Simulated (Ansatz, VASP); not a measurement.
# Cross-check of BaZrO3 between VASP and Ansatz, part 2 of 2

Aim: how closely do two programs agree when they are given the same cell, functional and k mesh?  The cell is taken from a series of runs on this material, whose earlier steps may have relaxed or scaled it; both programs get it as it stands.

VASP 6.6.1 and Ansatz 0.2.0.

So far. Step 2 (Ansatz: single point, r2SCAN): The run ends at a pressure of 18.89 GPa.

**5. Ansatz: single point, LDA**

Level of this step: Ansatz beside VASP: Kohn-Sham DFT, plane waves, LDA (Ansatz).

A single point gives forces, pressure and levels at one fixed geometry, so differences don't come from the geometry; what else differs is listed under the comparison. The cell compared in this pair holds 75.10 Å³, against 67.74 Å³ for the pair before.

The cell is taken from a series of runs on this material, whose earlier steps may have relaxed or scaled it; both programs get it as it stands.

input.yaml

```yaml
crystal:
  lattice:
    - [4.2190980275, 0.0, 0.0]
    - [0.0, 4.2190980275, 0.0]
    - [0.0, 0.0, 4.2190980275]
  atoms:
    - { symbol: Ba, position: [0.0, 0.0, 0.0] }
    - { symbol: Zr, position: [0.5, 0.5, 0.5] }
    - { symbol: O, position: [0.0, 0.5, 0.5] }
    - { symbol: O, position: [0.5, 0.0, 0.5] }
    - { symbol: O, position: [0.5, 0.5, 0.0] }
hamiltonian:
  xc: lda
  pseudopotentials: { kind: paw }
kpoints:
  mp_grid: { grid: [3, 3, 3] }
scf:
  occupations: { method: gaussian, width: 0.05 }
  n_extra_bands: 5
output:
  forces: true
  stress: true
  eigenvalues: true
```

The run is started by

```console
$ ansatz run input.yaml --threads 2 --pin off --max-ram 4608MiB --backend cpu --events-out ev --progress --plain --runs-dir out
```

Numbers of over 12 decimals in the logs are rounded to 6 here.

The log of the run:

```text
[...]
Crystal: 5 atoms, lattice volume = 75.103 Å³
Basis set: ecut = 420 eV, 1419 PW (Γ)
Bands: 25, of which v1, the nominal top of the filled ones, is band 20 counted from 1 (19 counted from 0)
Symmetry: 48 space group operations
[...]
k-points: 4 of 27
[...]
--- Band table (eV) ---
  k-point 0: bands = [... 16 lower, 8.2131, 8.9854, 8.9854, 8.9854, 12.2538, 12.2538, 12.2538, 13.7857, ... 1 higher]
  k-point 1: bands = [... 16 lower, 7.6495, 7.7067, 8.7838, 8.7838, 12.5088, 14.0383, 14.0383, 15.0625, ... 1 higher]
  k-point 2: bands = [... 16 lower, 7.8932, 8.2462, 8.4795, 8.8961, 14.1179, 14.1592, 14.5951, 16.1318, ... 1 higher]
  k-point 3: bands = [... 16 lower, 6.7743, 8.7317, 8.7317, 8.9322, 14.7993, 14.7993, 14.8450, 16.3242, ... 1 higher]
[key lines of the parts left out:]
SCF converged after 6 iterations
Free energy (F): -11532.222714 eV
Fermi energy:    10.619584 eV
P = ⅓ Tr σ = -7.8800 GPa (-78.800 kbar)
```

The run ends at a pressure of -7.88 GPa.

**6. VASP: single point, LDA**

The same cell, functional (in two slightly different forms), mesh and smearing now go to VASP, with its own data sets and cutoff.

INCAR

```
SYSTEM = BaZrO3
PREC = Accurate
ENCUT = 520
EDIFF = 1E-06
NELM = 100
ISMEAR = 0
SIGMA = 0.05
LREAL = .FALSE.
ALGO = Normal
GGA = CA
NBANDS = 26
LASPH = .TRUE.
LORBIT = 11
LWAVE = .FALSE.
LCHARG = .FALSE.
KPAR = 2
ISIF = 2
```

POSCAR

```
BaZrO3
1.0
    4.2190980275      0.0000000000      0.0000000000
    0.0000000000      4.2190980275      0.0000000000
    0.0000000000      0.0000000000      4.2190980275
Ba Zr O
1 1 3
Direct
    0.0000000000      0.0000000000      0.0000000000
    0.5000000000      0.5000000000      0.5000000000
    0.0000000000      0.5000000000      0.5000000000
    0.5000000000      0.0000000000      0.5000000000
    0.5000000000      0.5000000000      0.0000000000
```

KPOINTS

```
Automatic mesh
0
Gamma
3 3 3
0 0 0
```

The projector-augmented-wave data sets are Ba_sv, Zr_sv and O (LDA family, release 64).

The run is started by

```console
$ mpirun -np 2 vasp_std
```

The log of the run:

```text
[banner, memory and clock lines left out]
running    2 mpi-ranks, on    1 nodes
[...]
LDA part: xc-table for (Slater(with rela. corr.)+CA(PZ))
 , standard interpolation
 POSCAR, INCAR and KPOINTS ok, starting setup
[...]
entering main loop
       N       E                     dE             d eps       ncg     rms          rms(c)
DAV:   1     0.320965616762E+03    0.32097E+03   -0.22263E+04   208   0.152E+03
DAV:   2    -0.309348246306E+02   -0.35190E+03   -0.34085E+03   256   0.367E+02
DAV:   3    -0.526685250166E+02   -0.21734E+02   -0.21676E+02   342   0.887E+01
DAV:   4    -0.530841282198E+02   -0.41560E+00   -0.41517E+00   278   0.106E+01
[...]
DAV:  12    -0.456047203729E+02   -0.45205E-05   -0.13900E-04   254   0.847E-02    0.376E-02
DAV:  13    -0.456047160254E+02    0.43476E-05   -0.16482E-05   278   0.302E-02    0.262E-03
DAV:  14    -0.456047161047E+02   -0.79345E-07   -0.10434E-06   172   0.721E-03
   1 F= -.45604716E+02 E0= -.45604716E+02  d E =-.180568E-23
```

Parts of OUTCAR (step 6):

```text
  Total       -3.1087097     -3.1087097     -3.1087097      0.0000000      0.0000000     -0.0000000
  in kB      -66.3180731    -66.3180731    -66.3180731      0.0000000      0.0000000     -0.0000000
  external PRESSURE =     -66.3180731 kB  Pullay stress =       0.0000000 kB

 POSITION                                       TOTAL-FORCE (eV/Angst)
 -----------------------------------------------------------------------------------
      0.00000      0.00000      0.00000         0.000000      0.000000      0.000000
      2.10955      2.10955      2.10955         0.000000      0.000000      0.000000
      0.00000      2.10955      2.10955         0.000000      0.000000      0.000000
      2.10955      0.00000      2.10955         0.000000      0.000000      0.000000
      2.10955      2.10955      0.00000         0.000000      0.000000      0.000000
 -----------------------------------------------------------------------------------
    total drift:                                0.000000     -0.000000     -0.000000

  FREE ENERGIE OF THE ION-ELECTRON SYSTEM (eV)
  ---------------------------------------------------
  free  energy   TOTEN  =       -45.6047161047 eV

  energy  without entropy=      -45.6047161047  energy(sigma->0) =      -45.60471610

[... 1 part as in an earlier step ...]

[... 2 further parts left out ...]
[key lines of the parts left out:]
E-fermi :   3.4515
```

The run ends at a pressure of -6.63 GPa.

**7. Comparison**

What differs besides the data sets and the points named for the pairs above, as far as they apply: the two LDA forms differ slightly; the cutoff is 420 eV in Ansatz and 520 eV in VASP; Ansatz makes its cores anew for this functional, VASP keeps those of its LDA data sets. Total energies have different zeros and are not compared.

Both answers:

| quantity | Ansatz | VASP | difference |
| --- | --- | --- | --- |
| pressure (GPa) | -7.88 | -6.63 | -1.25 |
| gap on the k mesh (eV) | 3.268 | 3.236 | +0.033 |

Ansatz's pressure holds a Pulay correction of 0.66 GPa; VASP's holds none.

**8. Looking for the cause**

The difference is large enough to ask for its cause, so further runs change the set-up of one program at a time, as the table lists.

| run | difference in pressure (GPa) |
| --- | --- |
| as above | -1.2 |
| VASP with the data sets Ba_sv, Zr_sv and O_h and a cutoff of 1230 eV | -1.1 |

**9. What came out**

| Property | Result |
| --- | --- |
| difference in pressure (single point, r2SCAN) | -1.3 GPa |
| difference in pressure (single point, LDA) | -1.2 GPa |

**Reading.** The difference in pressure is -1.3 GPa (single point, r2SCAN), beyond the 1 GPa picked in this series as the mark of a large difference. No further run was made for the single point, r2SCAN pair, so its cause stays open. For single point, LDA: no further run halves the difference in pressure. Differences of this kind measure data sets and numerical settings, not the functional's error against experiment.

[Lines on the potential files, build, host, timing and source positions are cut from VASP's logs without a mark.]

[Logs are printed without paths, hosts, clocks, repeated set-up lines and the standing remarks that a program may print on its own settings, such as how far it seeks lower states.]

[Hosts, paths, dates, database ids (printed as entryN), source tags and the programs' standing remarks are cut or masked in the printed files.]
